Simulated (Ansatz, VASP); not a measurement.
# Cross-check of NiTe2 (Melonite) between VASP and Ansatz

One calculation is typed for both programs; each brings its own data sets. How far apart do they land? The cell is taken from a series of runs on this material, whose earlier steps may have relaxed, scaled, displaced or heated it; both programs get it as it stands.

Main program and level: Ansatz 0.2.0; plane waves, with VASP 6.6.1 beside it; relaxation of cell and atoms at PBEsol.

## 1. Set-up

The structure is trigonal, space group P-3m1 (No. 164). The conventional cell has a = 3.837 Å, b = 3.837 Å, c = 5.131 Å, α = 90.00°, β = 90.00°, γ = 120.00°. Ni has 6 Te at 2.56 Å nearest. Te has 3 Ni at 2.56 Å nearest. Farther neighbours and most contacts between anions are not listed.

Structure file:

```
Ni Te
1.0
     3.83690    0.00000    0.00000
    -1.91845    3.32285    0.00000
     0.00000    0.00000    5.13136
Ni Te
1 2
Direct
  0.00000 0.00000 0.00000
  0.33333 0.66667 0.25155
  0.66667 0.33333 0.74845
```

## 2. VASP: relaxation of cell and atoms, PBEsol

The relaxed volume is the usual yardstick between codes: in a stiff, nearly cubic crystal its relative difference is about their pressure difference at one cell divided by the bulk modulus.

Lines of VASP's logs that name or quote its potential files are left out, and so is its time.

Input file INCAR:

```
SYSTEM = NiTe2
PREC = Accurate
ENCUT = 600
EDIFF = 1E-07
NELM = 120
ISMEAR = 1
SIGMA = 0.2
LREAL = .FALSE.
ALGO = Normal
GGA = PS
NBANDS = 17
LASPH = .TRUE.
LORBIT = 11
LWAVE = .FALSE.
LCHARG = .FALSE.
ISIF = 3
IBRION = 2
NSW = 80
EDIFFG = -0.005
GGA_COMPAT = .FALSE.
NELMIN = 4
KPAR = 2
```

Input file POSCAR:

```
NiTe2
1.0
    3.8368980000      0.0000000000      0.0000000000
   -1.9184490000      3.3228510000      0.0000000000
    0.0000000000      0.0000000000      5.1313560000
Ni Te
1 2
Direct
    0.0000000000      0.0000000000      0.0000000000
    0.3333333333      0.6666666667      0.2515535854
    0.6666666667      0.3333333333      0.7484464146
```

Input file KPOINTS:

```
Automatic mesh
0
Gamma
9 9 6
0 0 0
```

PAW data sets: Ni and Te (PBE family, release 64).

The run is started by

```bash
> mpirun -np 2 vasp_std
```

Numbers of over 12 decimals in the logs are rounded to 6 here.

The log of the run:

```text
[banner, memory and clock lines left out]
running    2 mpi-ranks, on    1 nodes
 distrk:  each k-point on    1 cores,    2 groups
 distr:  one band on    1 cores,    1 groups

 POSCAR found type information on POSCAR NiTe
 POSCAR found :  2 types and       3 ions
|                                                                             |
|               ----> ADVICE to this user running VASP <----                  |
|                                                                             |
|     You enforced a specific xc type in the INCAR file but a different       |
|     [... a line on the potential file left out ...]
|     I HOPE YOU KNOW WHAT YOU ARE DOING!                                     |
|                                                                             |

 LDA part: xc-table for (Slater+PW92), standard interpolation
 POSCAR, INCAR and KPOINTS ok, starting setup
 FFT: planning ... GRIDC
 FFT: planning ... GRID_SOFT
 FFT: planning ... GRID
 WAVECAR not read
 entering main loop
       N       E                     dE             d eps       ncg     rms          rms(c)
DAV:   1     0.119500846864E+03    0.11950E+03   -0.99996E+03  2108   0.136E+03
DAV:   2    -0.637184905809E+01   -0.12587E+03   -0.12106E+03  2227   0.254E+02
DAV:   3    -0.149408366999E+02   -0.85690E+01   -0.83247E+01  2772   0.717E+01
DAV:   4    -0.151399233366E+02   -0.19909E+00   -0.19868E+00  2525   0.102E+01
DAV:   5    -0.151453338379E+02   -0.54105E-02   -0.54101E-02  2889   0.183E+00    0.154E+01
DAV:   6    -0.199244665381E+02   -0.47791E+01   -0.46353E+01  2195   0.127E+02    0.232E+01
DAV:   7    -0.142070482185E+02    0.57174E+01   -0.99535E+00  2662   0.761E+01    0.616E+00
DAV:   8    -0.141123416276E+02    0.94707E-01   -0.29693E+00  2703   0.310E+01    0.473E+00
DAV:   9    -0.139855135667E+02    0.12683E+00   -0.87010E-01  2481   0.154E+01    0.198E+00
DAV:  10    -0.139849513397E+02    0.56223E-03   -0.24245E-02  2398   0.126E+00    0.155E+00
DAV:  11    -0.139835143986E+02    0.14369E-02   -0.30722E-03  2627   0.819E-01    0.528E-01
DAV:  12    -0.139834201213E+02    0.94277E-04   -0.31395E-04  2299   0.115E-01    0.305E-01
DAV:  13    -0.139832754533E+02    0.14467E-03   -0.16645E-04  2697   0.234E-01    0.152E-01
DAV:  14    -0.139832336460E+02    0.41807E-04   -0.63020E-05  3143   0.113E-01    0.623E-02
DAV:  15    -0.139832252724E+02    0.83736E-05   -0.15389E-05  3159   0.555E-02    0.281E-02
DAV:  16    -0.139832238783E+02    0.13941E-05   -0.24511E-06  3207   0.220E-02    0.920E-03
DAV:  17    -0.139832234510E+02    0.42730E-06   -0.55891E-07  2598   0.105E-02    0.136E-03
DAV:  18    -0.139832234427E+02    0.82957E-08   -0.75322E-08  1113   0.209E-03
   1 F= -.13983223E+02 E0= -.13983349E+02  d E =-.139832E+02
[...]
2 F= -.13983251E+02 E0= -.13983367E+02  d E =-.271173E-04
[...]
3 F= -.13983263E+02 E0= -.13983368E+02  d E =-.397587E-04
 curvature:  -1.20 expect dE=-0.815E-05 dE for cont linesearch -0.173E-07
 trial: gam= 0.20983 g(F)=  0.160E-07 g(S)=  0.678E-05 ort =-0.720E-06 (trialstep = 0.128E+01)
 search vector abs. value=  0.807E-05
 bond charge predicted
       N       E                     dE             d eps       ncg     rms          rms(c)
DAV:   1    -0.139834302514E+02   -0.16702E-03   -0.17078E-03  2268   0.668E-01    0.130E-01
DAV:   2    -0.139842921826E+02   -0.86193E-03   -0.60271E-03  2282   0.156E+00    0.309E-01
DAV:   3    -0.139832831563E+02    0.10090E-02   -0.33784E-03  2269   0.120E+00    0.235E-02
DAV:   4    -0.139832664866E+02    0.16670E-04   -0.73265E-05  2183   0.713E-02    0.947E-03
DAV:   5    -0.139832659038E+02    0.58275E-06   -0.23419E-06  3167   0.219E-02    0.632E-03
DAV:   6    -0.139832658138E+02    0.90080E-07   -0.18093E-07  1479   0.394E-03
   4 F= -.13983266E+02 E0= -.13983376E+02  d E =-.261235E-05
 trial-energy change:   -0.000003  1 .order   -0.000003   -0.000009    0.000003
 step:   0.9339(harm=  0.9339)  dis= 0.00015  next Energy=   -13.983266 (dE=-0.310E-05)
 reached required accuracy - stopping structural energy minimisation
```

OUTCAR, selected parts (step 2):

```text
ion  position               nearest neighbor table
   1  0.000  0.000  0.000-   2 2.56   3 2.56   3 2.56   2 2.56   3 2.56   2 2.56
   2  0.333  0.667  0.252-   1 2.56   1 2.56   1 2.56   3 3.38   3 3.38   3 3.38   3 3.40   3 3.40
                             3 3.40
   3  0.667  0.333  0.748-   1 2.56   1 2.56   1 2.56   2 3.38   2 3.38   2 3.38   2 3.40   2 3.40
                             2 3.40

  LATTYP: Found a hexagonal cell.
 ALAT       =     3.8368980000
 C/A-ratio  =     1.3373709700

 Subroutine GETGRP returns: Found 12 space group operations
 (whereof 12 operations were pure point group operations)

The static configuration has the point symmetry D_3d.

 Found     62 irreducible k-points:

   k-points           NKPTS =     62   k-points in BZ     NKDIM =     62   number of bands    NBANDS=     17

   dimension x,y,z NGX =    32 NGY =   32 NGZ =   42
   dimension x,y,z NGXF=    64 NGYF=   64 NGZF=   84

   ENCUT  =  600.0 eV  44.10 Ry    6.64 a.u.   7.66  7.66 10.25*2*pi/ulx,y,z

   NELECT =      22.0000    total number of electrons

 k-points in reciprocal lattice and weights: Automatic mesh
   0.00000000  0.00000000  0.00000000       0.002
   0.11111111  0.00000000  0.00000000       0.012
   0.22222222  0.00000000  0.00000000       0.012
   0.33333333  0.00000000  0.00000000       0.012
   0.44444444  0.00000000  0.00000000       0.012
   0.11111111  0.11111111  0.00000000       0.012
   0.22222222  0.11111111  0.00000000       0.025
   0.33333333  0.11111111  0.00000000       0.025
   0.44444444  0.11111111  0.00000000       0.012
[...]
0.33333333  0.22222222  0.50000000       0.025
   0.33333333  0.33333333  0.50000000       0.004

 average (electrostatic) potential at core
       1 -82.8823       2 -86.1587       3 -86.1587

 E-fermi :   8.6037

 k-point     1 :       0.0000    0.0000    0.0000
  band No.  band energies     occupation
    ...
      4       4.7948      2.00000
      5       4.7948      2.00000
      6       6.3438      2.00000
      7       6.3438      2.00000
      8       6.8581      2.00000
      9       8.8553     -0.07058
     10       8.8553     -0.07058
     11       9.4414     -0.00000
     12       9.4414     -0.00000
     13      11.1513     -0.00000
    ...

 k-point     2 :       0.1111    0.0000    0.0000
  band No.  band energies     occupation
    ...
      6       6.2272      2.00000
      7       6.2830      2.00000
      8       6.7768      2.00000
      9       7.7287      2.00000
     10       8.1838      2.01145
     11       9.1735     -0.00042
     12      10.0066     -0.00000
     13      10.9506     -0.00000
     14      12.8012      0.00000
     15      14.1857      0.00000
    ...

 k-point     3 :       0.2222    0.0000    0.0000
  band No.  band energies     occupation
    ...
      7       6.1152      2.00000
      8       6.4990      2.00000
      9       7.0119      2.00000
     10       7.3899      2.00000
     11       8.2313      2.02432
     12      10.2829     -0.00000
     13      10.4889     -0.00000
     14      12.6461      0.00000
     15      15.0799      0.00000
     16      15.3785      0.00000
    ...

  Total        0.0123227      0.0123227     -0.0004034     -0.0000000      0.0000000      0.0000000
  in kB        0.3021317      0.3021317     -0.0098914     -0.0000000      0.0000000      0.0000000
  external PRESSURE =       0.1981240 kB  Pullay stress =       0.0000000 kB

  energy-cutoff  :      600.00
  volume of cell :       65.35
      direct lattice vectors                 reciprocal lattice vectors
     3.834851791  0.000000000  0.000000000     0.260766271  0.150553483 -0.000000000
    -1.917425895  3.321078931 -0.000000000    -0.000000000  0.301106966 -0.000000000
     0.000000000  0.000000000  5.130895959    -0.000000000  0.000000000  0.194897735

 POSITION                                       TOTAL-FORCE (eV/Angst)
 -----------------------------------------------------------------------------------
      3.83485      0.00000      5.13090         0.000000     -0.000000      0.000000
     -0.00000      2.21405      1.29303        -0.000000      0.000000      0.002465
      1.91743      1.10703      3.83787         0.000000     -0.000000     -0.002465
 -----------------------------------------------------------------------------------
    total drift:                                0.000000      0.000000     -0.000000

  FREE ENERGIE OF THE ION-ELECTRON SYSTEM (eV)
  ---------------------------------------------------
  free  energy   TOTEN  =       -13.9832658138 eV

  energy  without entropy=      -13.9835953898  energy(sigma->0) =      -13.98337567

 reached required accuracy - stopping structural energy minimisation

 total charge
# of ion       s       p       d       tot
------------------------------------------
    1        0.451   0.521   8.416   9.388
    2        1.403   1.864   0.069   3.336
    3        1.403   1.864   0.069   3.336
--------------------------------------------------
tot          3.257   4.249   8.555  16.060

[... 3 further parts left out ...]
```

CONTCAR:

```
NiTe2
   1.00000000000000
     3.8348517908405841    0.0000000000000000    0.0000000000000000
    -1.9174258954202921    3.3210789311099975   -0.0000000000000001
     0.0000000000000000    0.0000000000000000    5.1308959594800712
  Ni              Te
     1     2
Direct
     1.0000000000000000    0.0000000000000000    1.0000000000000000
     0.3333333332999970    0.6666666667000030    0.2520076912049229
     0.6666666667000030    0.3333333332999970    0.7479923087950771
```

This run has no spin polarisation, so a moment on Ni, if there is one, isn't seen.

## 3. Ansatz: relaxation of cell and atoms, PBEsol

Ansatz runs on norm-conserving files, of PseudoDojo where its log says so.

The same cell, functional, mesh and smearing now go to Ansatz, which takes its cutoff from its data sets.

Input file input.yaml:

```yaml
crystal:
  lattice:
    - [3.8368976636, 0.0, 0.0]
    - [-1.9184488318, 3.3228508484, 0.0]
    - [0.0, 0.0, 5.1313556107]
  atoms:
    - { symbol: Ni, position: [0.0, 0.0, 0.0] }
    - { symbol: Te, position: [0.3333333333, 0.6666666667, 0.2515535361] }
    - { symbol: Te, position: [0.6666666667, 0.3333333333, 0.7484464639] }
kpoints:
  mp_grid: { grid: [9, 9, 6] }
hamiltonian:
  xc: pbesol
  pseudopotentials: { kind: nc, accuracy: standard }
scf:
  occupations: { method: methfessel_paxton, width: 0.2 }
output:
  forces: true
  stress: true
  eigenvalues: true
relax:
  adjacent_minimum: "off"
  f_tol: 0.001
  max_steps: 60
  cell: { stress_tol: 0.01 }
```

The run is started by

```bash
> ansatz run input.yaml --threads 4 --pin off --max-ram 16384MiB --backend cpu --events-out ev --progress --plain --runs-dir out
```

The log of the run:

```text
Engine: ansatz 0.2.0, aarch64-unknown-linux-gnu
Pseudopotentials: kind: nc
Pseudopotential: Ni, nc, valence charge 18, recommended cutoff 1333.357926 eV (normal), Ni.nc.azcp (PseudoDojo's, or run here from an input of PseudoDojo's; its table is named by hamiltonian.pseudopotentials.accuracy)
Pseudopotential: Te, nc, valence charge 16, recommended cutoff 1120 eV (normal), Te.nc.azcp (PseudoDojo's, or run here from an input of PseudoDojo's; its table is named by hamiltonian.pseudopotentials.accuracy)
Functional definition: PBEsol
  exchange = pbesol_x
  correlation = pbesol_c
Crystal: 3 atoms, lattice volume = 65.422 Å³
Basis set: ecut = 1333.357926 eV, 7255 PW (Γ), exchange–correlation on 96×96×128 points (8 copies of the dense FFT grid, shifted against one another)
Bands: 30, of which v1, the nominal top of the filled ones, is band 25 counted from 1 (24 counted from 0)
Symmetry: 12 space group operations
Space group: P-3m1 (ITA 164), of the structure as read, at distance tolerance 4.0e-5 Å
k-points: 62 of 486
Non-local potential: Ni, projectors of the file, l = 0: 2, l = 1: 2, l = 2: 2
Non-local potential: Te, projectors of the file, l = 0: 3, l = 1: 2, l = 2: 2, l = 3: 2
Initial density: superposition of atomic densities (chi_scale 0.1, normalization cell, long waves kept (reshape's long-wave potential 0.01 eV rms))
Initial wavefunctions: pseudopotential atomic-orbital guess
Functional: x = pbesol(κ = 0.804, μ = 0.123457), c = pbesol(β = 0.046)
SCF iter   1: F=—  HF=-10259.821756 eV  |F-HF|=—  |Δ(HF+E_count)|=         —  Δρ=1.65e-1  dr2=2.28e1  ethr=3.10e-3  ⟨swp⟩=5.8  Hψ=7434  notcnv=0
preconditioner: auto → Kerker (q_TF=auto, 2.609 Å⁻¹)  [metal: Δε(μ)=0.008 eV  Ē_g=9.603 eV  σ=0.200 eV  W_gap=0.04  n_scr=22 (ndim 8)  ℏωp=21.5 eV  f_vac=0.002  D(μ)=1.18/eV (n_scr^D=2)]
SCF iter   2: F=—  HF=-10257.356669 eV  |F-HF|=—  |Δ(HF+E_count)|=    2.47e0  S|Δr|=    0.00e0  Δρ=1.79e-1  dr2=1.11e1  ethr=3.10e-3  ⟨swp⟩=3.5  Hψ=4571  notcnv=0  defer=21
SCF iter   3: F=—  HF=-10256.368838 eV  |F-HF|=—  |Δ(HF+E_count)|=   9.88e-1  S|Δr|=    0.00e0  Δρ=4.56e-2  dr2=3.05e0  ethr=3.10e-3  ⟨swp⟩=3.0  Hψ=4451  notcnv=0  defer=14
SCF iter   4: F=—  HF=-10256.075059 eV  |F-HF|=—  |Δ(HF+E_count)|=   2.94e-1  S|Δr|=    0.00e0  Δρ=7.27e-2  dr2=2.28e0  ethr=3.10e-3  ⟨swp⟩=3.0  Hψ=3025  notcnv=0  defer=21
SCF iter   5: F=—  HF=-10255.932863 eV  |F-HF|=—  |Δ(HF+E_count)|=   1.42e-1  S|Δr|=    0.00e0  Δρ=4.62e-2  dr2=9.76e-1  ethr=3.10e-3  ⟨swp⟩=1.2  Hψ=2342  notcnv=0  defer=15
SCF iter   6: F=—  HF=-10255.832445 eV  |F-HF|=—  |Δ(HF+E_count)|=   1.00e-1  S|Δr|=    0.00e0  Δρ=7.33e-3  dr2=2.22e-2  ethr=1.95e-3  ⟨swp⟩=1.3  Hψ=1874  notcnv=0  defer=15
SCF iter   7: F=—  HF=-10255.832215 eV  |F-HF|=—  |Δ(HF+E_count)|=   2.30e-4  S|Δr|=    0.00e0  Δρ=2.62e-3  dr2=5.28e-3  ethr=4.44e-5  ⟨swp⟩=2.0  Hψ=2763  notcnv=0  defer=15
SCF iter   8: F=—  HF=-10255.831809 eV  |F-HF|=—  |Δ(HF+E_count)|=   4.06e-4  S|Δr|=    0.00e0  Δρ=7.62e-4  dr2=6.05e-4  ethr=1.06e-5  ⟨swp⟩=1.0  Hψ=1844  notcnv=0  defer=15
SCF iter   9: F=—  HF=-10255.831743 eV  |F-HF|=—  |Δ(HF+E_count)|=   6.55e-5  S|Δr|=    0.00e0  Δρ=3.17e-4  dr2=1.16e-4  ethr=1.21e-6  ⟨swp⟩=1.0  Hψ=1846  notcnv=0  defer=15
SCF iter  10: F=—  HF=-10255.831725 eV  |F-HF|=—  |Δ(HF+E_count)|=   1.85e-5  S|Δr|=    0.00e0  Δρ=5.17e-5  dr2=1.47e-6  ethr=2.32e-7  ⟨swp⟩=1.9  Hψ=2014  notcnv=0  defer=15
SCF iter  11: F=—  HF=-10255.831708 eV  |F-HF|=—  |Δ(HF+E_count)|=   1.64e-5  S|Δr|=    0.00e0  Δρ=3.34e-5  dr2=3.21e-7  ethr=2.93e-9  ⟨swp⟩=2.0  Hψ=3393  notcnv=0  defer=15
SCF iter  12: F=-10255.831708 eV  HF=-10255.831708 eV  |F-HF|=5.58e-9  |Δ(HF+E_count)|=   5.96e-8  S|Δr|=    0.00e0  Δρ=6.44e-6  dr2=1.60e-8  ethr=2.00e-10  ⟨swp⟩=8.4  Hψ=8977  notcnv=0
SCF 1 converged in 12 iterations: F = -10255.831708 eV  dr2 = 1.60e-8
relax step   1: F+E_penalty+E_count = -10255.83170816 eV  Δ(F+E_penalty+E_count) = +0.000e0 eV  max|allowed force component| = 9.387e-4 eV/Å  Δτ_max = 0.0000 Å  P = -0.140 GPa  Ω = 65.422 Å³  (12 SCF iters, dr2 threshold 1.00e-7 eV, accepted)
[...]
relax step   4: F+E_penalty+E_count = -10255.83178609 eV  Δ(F+E_penalty+E_count) = +4.465e-6 eV  max|allowed force component| = 1.122e-2 eV/Å  Δτ_max = 0.0011 Å  P = +0.061 GPa  Ω = 65.247 Å³  energy of the carried Pulay correction = +2.158e-5 eV  (6 SCF iters, dr2 threshold 5.86e-9 eV, rejected (line search))
[...]
relax step   5: F+E_penalty+E_count = -10255.83179734 eV  Δ(F+E_penalty+E_count) = -6.785e-6 eV  max|allowed force component| = 1.512e-4 eV/Å  Δτ_max = 0.0003 Å  P = +0.002 GPa  Ω = 65.272 Å³  energy of the carried Pulay correction = +1.853e-5 eV  (10 SCF iters, accepted)
[...]
relax step   6: F+E_penalty+E_count = -10255.83178008 eV  Δ(F+E_penalty+E_count) = +1.726e-5 eV  max|allowed force component| = 1.512e-4 eV/Å  Δτ_max = 0.0000 Å  P = +0.002 GPa  Ω = 65.272 Å³  stress off target by 5.04e-3 GPa  SCF on the basis re-selected at this cell (its energy is not comparable with the rows above)  (6 SCF iters)
basis re-selected at this cell: Δ(F+E_penalty+E_count) = +1.726e-5 eV, ΔP = -0.000 GPa vs the last step (what re-selecting the basis moved, of the pressure what is left beyond the Pulay correction that the steps carried, after the strain that the cell walked since its last selection, with what the two solves' SCF thresholds leave and, on support functions, any second-order correction that the steps lacked; it is no m [...]
SCF converged after 6 iterations
Stability not checked: this state was not tested for a lower state beside it, because cold or Methfessel-Paxton smearing, or corrected tetrahedra, fill the levels in a way that the test cannot read (fill_not_monotonic; see scf.lower_state_search)
Free energy (F): -10255.831780 eV
Harris-Foulkes:  -10255.831780 eV  (|F-HF|=0.00e0)
Internal energy: -10255.832300 eV  (E = F + TS)
E sigma→0 (E₀):  -10255.831910 eV
Entropy (-TS):   0.000520 eV (0.173 meV/atom)
Fermi energy:    13.350669 eV
--- Per-component energies (eV) ---
  E_band       = -767.666338
  E_kinetic    = 5249.795353
  E_local      = -8585.430689  (includes V_loc(G=0)·N_el)
  E_nonlocal   = -2338.292511
  E_hartree    = 3163.457379
  E_xc         = -1903.232233
  E_vxc        = -1420.653261  (∫ρ·V_xc dr)
  E_ewald      = -5842.129599
  E_smearing   = 0.000520  (= −TS)
  E_closure    = 0.000000  (closes the sum)
  Σ components = -10255.831780   (vs F -10255.831780, Δ=0.00e0)
--- Forces (eV/Å), atoms counted from 1 ---
  atom   1  Ni     0.00000000    -0.00000000     0.00000000
  atom   2  Te    -0.00000000     0.00000000     0.00015118
  atom   3  Te     0.00000000    -0.00000000    -0.00015118
  max |Σ_I F_I| component: 1.05e-30 eV/Å
--- Stress (GPa, compression-positive) ---
        0.005039      -0.000000      -0.000000
       -0.000000       0.005039       0.000000
       -0.000000       0.000000      -0.004488
  P = ⅓ Tr σ = 0.0019 GPa (0.019 kbar)
--- Band table (eV; the first three rows and the last of 62) ---
  k-point 0: bands = [... 21 lower, 11.6407, 13.5890, 13.5890, 14.1869, 14.1869, 15.8940, 16.6674, 18.8445, ... 1 higher]
  k-point 1: bands = [... 21 lower, 11.6442, 13.3624, 13.3624, 14.4600, 14.4600, 15.1696, 16.8607, 19.0923, ... 1 higher]
  k-point 2: bands = [... 21 lower, 11.6414, 13.0770, 13.0770, 13.7022, 14.8549, 14.8549, 17.4184, 18.8495, ... 1 higher]
  k-point 61: bands = [... 21 lower, 10.7399, 11.2789, 11.5573, 11.5573, 15.6960, 15.6960, 20.4515, 20.4515, ... 1 higher]
--- Relaxed structure (5 steps of the walk, 3 accepted, 1 SCFs on fresh bases) ---
  F+E_penalty+E_count = -10255.83178008 eV   max|allowed force component| = 1.512e-4 eV/Å   (the final SCF, on the basis selected at the relaxed cell)
  cell:  # Å, volume = 65.2720 Å³
    - [3.835290, 0.0, 0]
    - [-1.917645, 3.321458, 0]
    - [0, 0, 5.123891]
  atoms:
    - { symbol: Ni, position: [0, 0, 0] }
    - { symbol: Te, position: [0.333333, 0.666667, 0.251907] }
    - { symbol: Te, position: [0.666667, 0.333333, 0.748093] }
```

## 4. Side by side

Known differences besides the potentials themselves: the data sets hold 50 valence electrons in Ansatz (on norm-conserving files, of PseudoDojo where its log says so) and 22 in VASP; the cutoff is 1333.36 eV in Ansatz and 600 eV in VASP; Ansatz adds a Pulay correction to the stress that steers its cell, VASP none. Total energies have different zeros and are not compared.

Both answers:

| quantity | Ansatz | VASP | difference |
| --- | --- | --- | --- |
| volume (Å³) | 65.27 | 65.35 | -0.11 % |
| edge a after relaxation, in the typed setting (Å) | 3.835 | 3.835 | +0.01 % |
| edge c after relaxation, in the typed setting (Å) | 5.124 | 5.131 | -0.14 % |

## 5. Results

| Quantity | Value |
| --- | --- |
| difference in edge c after relaxation, in the typed setting (relaxation of cell and atoms, PBEsol) | -0.14 % |

The difference in edge c after relaxation, in the typed setting is -0.14 % (relaxation of cell and atoms, PBEsol), within the 1.2 % picked in this series as the mark of a large difference, as far as the stopping tolerances let one tell. The data sets hold unlike numbers of valence electrons (50 in Ansatz and 22 in VASP), so part of the differences comes from the potentials. 2 further runs of this series are not shown here. How closely two codes agree says nothing of how well the functional describes the real material.

[Lines on the potential files, build, host, timing and source positions are cut from VASP's logs without a mark.]

[Logs are printed without paths, hosts, clocks, repeated set-up lines and the standing remarks that a program may print on its own settings, such as how far it seeks lower states.]

[Hosts, paths, dates, database ids (printed as entryN), source tags and the programs' standing remarks are cut or masked in the printed files.]
